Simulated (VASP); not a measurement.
# Cu2BrCl in VASP: convergence with SIGMA

Input of the first run (SIGMA 0.3 eV); the others differ in this setting and in those tied to it:

INCAR

```
SYSTEM = Cu2BrCl
  PREC = Accurate
  ENCUT = 520
  EDIFF = 1E-7
  ISMEAR = 1
  SIGMA = 0.3
  LREAL = .False.
  LASPH = .True.
  NELM = 60
  ALGO = Normal
  ISIF = 2
  LWAVE = .False.
  LCHARG = .False.
  METAGGA = R2SCAN
  LMIXTAU = .True.
  NBANDS = 26
```

Contents of KPOINTS:

```
Automatic mesh
0
Gamma
  8 8 8
  0 0 0
```

File POSCAR:

```
Cu2BrCl
1.0
    1.8555099526      1.0712791706      6.0475086568
   -1.8555099526      1.0712791706      6.0475086568
    0.0000000000     -2.1425583412      6.0475086568
Br Cu Cl
1 2 1
Direct
    0.0000000000      0.0000000000      0.0000000000
    0.7516030000      0.7516030000      0.7516030000
    0.2483970000      0.2483970000      0.2483970000
    0.5000000000      0.5000000000      0.5000000000
```

Potentials or basis: VASP PAW PBE potentials, release 64 (Br, Cu, Cl).

Command:

```sh
$ cat potpaw_PBE.64/Br/POTCAR potpaw_PBE.64/Cu/POTCAR potpaw_PBE.64/Cl/POTCAR > POTCAR
$ mpirun -np 1 vasp_std > vasp.out
```

The cell comes from a database or a generator and needn't be the stable form of this composition.

Hardware: 1 thread of AMD EPYC 7R13 Processor (Zen 3) (shared host).

| SIGMA | energy less the tightest run, at zero smearing (meV/atom) | pressure (GPa) | SCF cycles | CPU time (s) | peak memory (GiB) |
| --- | --- | --- | --- | --- | --- |
| 0.3 eV | 0.23 | -0.75 | 20 | 1700 | 0.39 |
| 0.2 eV | 0.06 | -0.70 | 24 | 1500 | 0.4 |
| 0.15 eV | 0.00 | -0.69 | 24 | 1600 | 0.4 |

Against the tightest run, the energy stays within 1 meV/atom from 0.3 eV on; the pressure stays within 0.1 GPa from 0.3 eV on. The tightest run that finished is the yardstick and may itself not be fully converged.

Caveat, for the tightest run too: the PAW data sets were made with another functional, which shifts forces and pressure a little.
